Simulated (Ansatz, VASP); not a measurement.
# AlIn in two plane-wave programs, part 2 of 2

One calculation is typed for both programs; each brings its own data sets. How far apart do they land? The cell is generated by rule, not measured, and may not be a known phase. The cell is taken from a series of runs on this material, whose earlier steps may have relaxed, scaled, displaced or heated it; both programs get it as it stands.

VASP 6.6.1 and Ansatz 0.2.0.

So far. Step 3 (VASP: single point, PBEsol, pair 1): The run ends at a pressure of -0.28 GPa, with forces up to 0.13 eV/Å. Step 5 (Ansatz: single point, PBEsol, pair 2): The run ends at a pressure of -0.60 GPa, with forces up to 0.19 eV/Å.

**6. VASP: single point, PBEsol, pair 2**

Level of this step: PBEsol; plane waves and PAW (Al, In_d); invented cell (VASP).

The same cell, functional, mesh and smearing now go to VASP, with its own data sets.

The input, INCAR:

```
SYSTEM = AlIn
PREC = Accurate
ENCUT = 500
EDIFF = 1E-06
NELM = 120
ISMEAR = 1
SIGMA = 0.2
LREAL = .FALSE.
ALGO = Normal
GGA = PS
NBANDS = 22
LORBIT = 11
LWAVE = .FALSE.
LCHARG = .FALSE.
ISIF = 2
LASPH = .TRUE.
GGA_COMPAT = .FALSE.
KPAR = 2
```

The input, POSCAR:

```
AlIn
1.0
    0.0000000000     -2.8518048579     -2.8518048579
    0.0000000000      2.8518048579     -2.8518048579
    5.7036097157      0.0000000000      0.0000000000
Al In
2 2
Direct
    0.5000000000      0.5000000000      0.0385720642
    0.0000000000      0.0000000000      0.4614279358
    0.5000000000      0.5000000000      0.5330159945
    0.0000000000      0.0000000000      0.9669840055
```

The input, KPOINTS:

```
Automatic mesh
0
Gamma
10 10 8
0 0 0
```

The projector-augmented-wave data sets are Al and In_d (PBE family, release 64).

Started as:

```sh
$ mpirun -np 2 vasp_std
```

Numbers of over 12 decimals in the logs are rounded to 6 here.

The program printed:

```text
[banner, memory and clock lines left out]
running    2 mpi-ranks, on    1 nodes
[...]
[... a notice as in an earlier step ...]

 LDA part: xc-table for (Slater+PW92), standard interpolation
 POSCAR, INCAR and KPOINTS ok, starting setup
[...]
entering main loop
       N       E                     dE             d eps       ncg     rms          rms(c)
DAV:   1     0.230225774991E+03    0.23023E+03   -0.13931E+04  4620   0.163E+03
DAV:   2     0.306118581907E+01   -0.22716E+03   -0.22117E+03  4740   0.373E+02
DAV:   3    -0.126609405938E+02   -0.15722E+02   -0.15351E+02  5582   0.113E+02
DAV:   4    -0.131714126856E+02   -0.51047E+00   -0.50957E+00  5668   0.220E+01
[...]
DAV:  10    -0.130395469365E+02   -0.21318E-05   -0.38458E-05  6486   0.553E-02    0.156E-02
DAV:  11    -0.130395481225E+02   -0.11860E-05   -0.16555E-06  3962   0.107E-02    0.874E-03
DAV:  12    -0.130395478744E+02    0.24808E-06   -0.33296E-07  2958   0.745E-03
   1 F= -.13039548E+02 E0= -.13038768E+02  d E =-.233844E-02
```

From OUTCAR (step 6):

```text
  Total        0.1177984     -0.5848364     -0.5848364      0.0000000      0.0000000      0.0000000
  in kB        2.0343737    -10.1000972    -10.1000972      0.0000000      0.0000000      0.0000000
  external PRESSURE =      -6.0552736 kB  Pullay stress =       0.0000000 kB

 POSITION                                       TOTAL-FORCE (eV/Angst)
 -----------------------------------------------------------------------------------
      0.22000      0.00000     -2.85180         0.049479      0.000000      0.000000
      2.63180      0.00000      0.00000        -0.049479     -0.000000     -0.000000
      3.04012      0.00000     -2.85180         0.185267      0.000000      0.000000
      5.51530      0.00000      0.00000        -0.185267     -0.000000     -0.000000
 -----------------------------------------------------------------------------------
    total drift:                                0.000000      0.000000     -0.000000

  FREE ENERGIE OF THE ION-ELECTRON SYSTEM (eV)
  ---------------------------------------------------
  free  energy   TOTEN  =       -13.0395478744 eV

  energy  without entropy=      -13.0372094317  energy(sigma->0) =      -13.03876839

[... 2 parts as in an earlier step ...]

[... 1 further part left out ...]
[key lines of the parts left out:]
E-fermi :   6.5347
```

The run ends at a pressure of -0.61 GPa, with forces up to 0.19 eV/Å.

**7. Comparison**

The two programs side by side:

```csv
quantity,Ansatz,VASP,difference
pressure (GPa),-0.60,-0.61,+0.01
```

Forces (eV/Å; atoms numbered as in POSCAR):

```csv
atom,"Ansatz x, y, z","VASP x, y, z"
Al1,"0.048, 0.000, 0.000","0.049, 0.000, 0.000"
Al2,"-0.048, 0.000, 0.000","-0.049, 0.000, 0.000"
In3,"0.186, 0.000, 0.000","0.185, 0.000, 0.000"
In4,"-0.186, 0.000, 0.000","-0.185, 0.000, 0.000"
```

The forces differ by 0.6 meV/Å r.m.s., which is 0.8 % of the r.m.s. force of 0.078 eV/Å (both taken over all components).

**8. VASP: single point, PBEsol, pair 3**

With cell and atoms fixed, the geometry can't cause a difference; cores, projectors, grids and the points listed under the comparison can.

INCAR is that of step 6.

The input, POSCAR:

```
AlIn
1.0
    0.0000000000     -2.8518048579     -2.8518048579
    0.0000000000      2.8518048579     -2.8518048579
    5.7036097157      0.0000000000      0.0000000000
Al In
2 2
Direct
    0.5000000000      0.5000000000      0.0561048206
    0.0000000000      0.0000000000      0.4438951794
    0.5000000000      0.5000000000      0.5480232648
    0.0000000000      0.0000000000      0.9519767352
```

KPOINTS is that of step 6.

Started as:

```sh
$ mpirun -np 2 vasp_std
```

The program printed:

```text
[... set-up lines as in an earlier step ...]
 entering main loop
       N       E                     dE             d eps       ncg     rms          rms(c)
DAV:   1     0.228452892348E+03    0.22845E+03   -0.13674E+04  4620   0.162E+03
DAV:   2     0.283258405725E+01   -0.22562E+03   -0.21962E+03  4680   0.372E+02
DAV:   3    -0.127344409651E+02   -0.15567E+02   -0.15197E+02  5660   0.113E+02
DAV:   4    -0.132196897181E+02   -0.48525E+00   -0.48445E+00  5662   0.215E+01
[...]
DAV:  10    -0.130859034844E+02   -0.17473E-05   -0.45425E-05  6970   0.639E-02    0.226E-02
DAV:  11    -0.130859045828E+02   -0.10984E-05   -0.14831E-06  3682   0.106E-02    0.106E-02
DAV:  12    -0.130859045016E+02    0.81140E-07   -0.37411E-07  2970   0.711E-03
   1 F= -.13085905E+02 E0= -.13084836E+02  d E =-.320468E-02
```

From OUTCAR (step 8):

```text
  Total        0.1907661     -1.0761838     -1.0761838     -0.0000000      0.0000000      0.0000000
  in kB        3.2945211    -18.5856439    -18.5856439     -0.0000000      0.0000000      0.0000000
  external PRESSURE =     -11.2922556 kB  Pullay stress =       0.0000000 kB

 POSITION                                       TOTAL-FORCE (eV/Angst)
 -----------------------------------------------------------------------------------
      0.32000      0.00000     -2.85180         0.047572     -0.000000     -0.000000
      2.53180      0.00000      0.00000        -0.047572      0.000000      0.000000
      3.12571      0.00000     -2.85180         0.235021     -0.000000      0.000000
      5.42970      0.00000      0.00000        -0.235021      0.000000     -0.000000
 -----------------------------------------------------------------------------------
    total drift:                                0.000000     -0.000000     -0.000000

  FREE ENERGIE OF THE ION-ELECTRON SYSTEM (eV)
  ---------------------------------------------------
  free  energy   TOTEN  =       -13.0859045016 eV

  energy  without entropy=      -13.0826998180  energy(sigma->0) =      -13.08483627

[... 2 parts as in an earlier step ...]

[... 1 further part left out ...]
[key lines of the parts left out:]
E-fermi :   6.5825
```

The run ends at a pressure of -1.13 GPa, with forces up to 0.24 eV/Å.

**9. Ansatz: single point, PBEsol, pair 3**

The same cell, functional, mesh and smearing now go to Ansatz, which takes its cutoff from its data sets.

The cell is taken from a series of runs on this material, whose earlier steps may have relaxed, scaled, displaced or heated it; both programs get it as it stands.

The input, input.yaml:

```yaml
crystal:
  lattice:
    - [0.0, -2.8518048579, -2.8518048579]
    - [0.0, 2.8518048579, -2.8518048579]
    - [5.7036097157, 0.0, 0.0]
  atoms:
    - { symbol: Al, position: [0.5, 0.5, 0.0561048206] }
    - { symbol: Al, position: [0.0, 0.0, 0.4438951794] }
    - { symbol: In, position: [0.5, 0.5, 0.5480232648] }
    - { symbol: In, position: [0.0, 0.0, -0.0480232648] }
kpoints:
  mp_grid: { grid: [10, 10, 8] }
hamiltonian:
  xc: pbesol
scf:
  occupations: { method: methfessel_paxton, width: 0.2 }
output:
  forces: true
  stress: true
  eigenvalues: true
```

Started as:

```sh
$ ansatz run input.yaml --threads 4 --pin off --max-ram 7168MiB --backend cpu --events-out ev --progress --plain --runs-dir out
```

The program printed:

```text
[...]
Crystal: 4 atoms, lattice volume = 92.773 Å³
Basis set: ecut = 420 eV, 1827 PW (Γ), exchange–correlation on 54×54×80 points (8 copies of the dense FFT grid, shifted against one another)
Bands: 20, of which v1, the nominal top of the filled ones, is band 16 counted from 1 (15 counted from 0)
Symmetry: 16 space group operations
[...]
k-points: 105 of 800
[...]
k-point 0: bands = [... 12 lower, 3.9618, 7.2808, 7.3807, 7.3807, 10.6355, 10.8145, 10.8145, 11.1543, ... 4 higher]
  k-point 1: bands = [... 12 lower, 4.7740, 7.3449, 7.4582, 7.4582, 10.2109, 10.5168, 10.5168, 11.2118, ... 4 higher]
  k-point 2: bands = [... 12 lower, 6.1033, 7.5471, 7.6888, 7.6888, 9.4821, 9.8821, 9.8821, 11.3808, ... 4 higher]
  k-point 104: bands = [... 12 lower, 4.1875, 4.1875, 5.3319, 5.3319, 5.3588, 5.3588, 13.0080, 13.0080, ... 4 higher]
[key lines of the parts left out:]
SCF converged after 7 iterations
Free energy (F): -12098.841547 eV
Fermi energy:    8.092114 eV
P = ⅓ Tr σ = -1.1163 GPa (-11.163 kbar)
```

The run ends at a pressure of -1.12 GPa, with forces up to 0.24 eV/Å.

**10. Side by side**

The two programs side by side:

| quantity | Ansatz | VASP | difference |
| --- | --- | --- | --- |
| pressure (GPa) | -1.12 | -1.13 | +0.01 |

Forces (eV/Å; atoms numbered as in POSCAR):

```csv
atom,"Ansatz x, y, z","VASP x, y, z"
Al1,"0.046, 0.000, 0.000","0.048, 0.000, 0.000"
Al2,"-0.046, 0.000, 0.000","-0.048, 0.000, 0.000"
In3,"0.235, 0.000, 0.000","0.235, 0.000, 0.000"
In4,"-0.235, 0.000, 0.000","-0.235, 0.000, 0.000"
```

The forces differ by 0.7 meV/Å r.m.s., which is 0.7 % of the r.m.s. force of 0.098 eV/Å (both taken over all components).

**11. Outcome**

```yaml
r_m_s_force_difference_single_point_pbesol_pair_1: 0.43 meV/Å
r_m_s_force_difference_single_point_pbesol_pair_2: 0.64 meV/Å
r_m_s_force_difference_single_point_pbesol_pair_3: 0.67 meV/Å
```

**Reading.** The r.m.s. force difference is 0.67 meV/Å (single point, PBEsol, pair 3), within the 12 meV/Å picked in this series as the mark of a large difference. 5 further runs of this series are not shown here. How closely two codes agree says nothing of how well the functional describes the real material.

[Lines on the potential files, build, host, timing and source positions are cut from VASP's logs without a mark.]

[Logs are printed without paths, hosts, clocks, repeated set-up lines and the standing remarks that a program may print on its own settings, such as how far it seeks lower states.]

[Hosts, paths, dates, database ids (printed as entryN), source tags and the programs' standing remarks are cut or masked in the printed files.]
